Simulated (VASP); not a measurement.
A run of VASP 6.6.1 is set up as follows.

File INCAR:

```
SYSTEM = CoS
PREC = Accurate ; ENCUT = 520
EDIFF = 1E-7 ; ISMEAR = 0
SIGMA = 0.05 ; LREAL = .False.
LASPH = .True. ; NELM = 150
ALGO = Normal ; ISIF = 2
LWAVE = .False. ; LCHARG = .False.
ISPIN = 2 ; MAGMOM = 0 0
LORBIT = 11 ; LMAXMIX = 4
LDAU = .True. ; LDAUTYPE = 2
LDAUL = 2 -1 ; LDAUU = 5 0
LDAUJ = 0 0 ; LDAUPRINT = 1
GGA = CA
```

File KPOINTS:

```
regular mesh
0
Gamma
  6 6 6
  0 0 0
```

The input POSCAR:

```
CoS
1.0
    3.1097975700      0.0000000000      0.0000000000
    0.0000000000      3.1097975700      0.0000000000
    0.0000000000      0.0000000000      3.1097975700
Co S
1 1
Direct
    0.0000000000      0.0000000000      0.0000000000
    0.5000000000      0.5000000000      0.5000000000
```

Potentials or basis: VASP PAW LDA potentials, release 64 (Co, S).

The run is started by

```sh
$ cat potpaw_LDA.64/Co/POTCAR potpaw_LDA.64/S/POTCAR > POTCAR
$ mpirun -np 1 vasp_std > vasp.out
```

Task: What does it give for the pressure?

Result: -31.0 GPa.

Task: Estimate the band gap on the k mesh.

Result: None (metal or under the smearing width).

Task: What does it give for the net moment?

Result: 0.00 μB per cell.

Eigenvalues of the final occupation matrices:
```
    site  spin  trace               eigenvalues
site 1 d     1   3.77  0.65 0.65 0.65 0.92 0.92
site 1 d     2   3.77  0.65 0.65 0.65 0.92 0.92
```

Caveat: a pressure of tens of GPa on the cell as given is suspect, and the run, the potentials or the cell itself is likely at fault.
